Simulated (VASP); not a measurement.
VASP ran on this input.

**POSCAR**
```
CdSe
1
   -0.0000000000     2.7201761112     2.7201761112
    2.7201761112    -0.0000000000     2.7201761112
    2.7201761112     2.7201761112     0.0000000000
Cd Se
1 1
Direct
  0.0000000000   0.0000000000   0.0000000000
  0.5000000000   0.5000000000   0.5000000000
```

KPOINTS:
```
Automatic mesh
0
G
12 12 12
0 0 0
```

### INCAR
```
SYSTEM=CdSe
PREC=Accurate; ENCUT=500; LREAL=.FALSE.
LASPH=.TRUE.
EDIFF=1E-6; NELM=100; ALGO=Normal
LMAXMIX=4
ISMEAR=1; SIGMA=0.1
GGA=PS
IBRION=2; NSW=40; ISIF=3
EDIFFG=-0.02; PSTRESS=100
LWAVE=.FALSE.; LCHARG=.FALSE.
```

POTCAR, in this order: Cd Se (PBE.64 set). Program: vasp_std.

Q: Translate this PBEsol calculation to Ansatz.

A: One equivalent input (not run):
Ansatz 0.2 input:
```yaml
crystal:
  lattice:
    - [0.0000000, 2.7201761, 2.7201761]
    - [2.7201761, 0.0000000, 2.7201761]
    - [2.7201761, 2.7201761, 0.0000000]
  atoms:
    - { symbol: Cd, position: [0.0000000, 0.0000000, 0.0000000] }
    - { symbol: Se, position: [0.5000000, 0.5000000, 0.5000000] }
kpoints:
  mp_grid: { grid: [12, 12, 12] }
hamiltonian:
  xc: pbesol
  pseudopotentials: { kind: paw }
scf:
  occupations: { method: methfessel_paxton, width: 0.1 }
  max_iter: 100
relax:
  max_steps: 40
  f_tol: 0.02
  cell: { p_target: 10 }
output: { forces: true, stress: true, eigenvalues: true }
```
The two are equivalent in intent, not identical: each code has its own PAW files, so the cut-off isn't converted (ENCUT is set for VASP's; basis.ecutwfc is left out, and Ansatz then takes the one that its files recommend); Ansatz stops its SCF on the density residual and VASP on the energy change (EDIFF).

The structure was generated: CdSe was put into the rock salt type (Fm-3m), which need not be its known phase. It was relaxed first under an external pressure of 10 GPa.
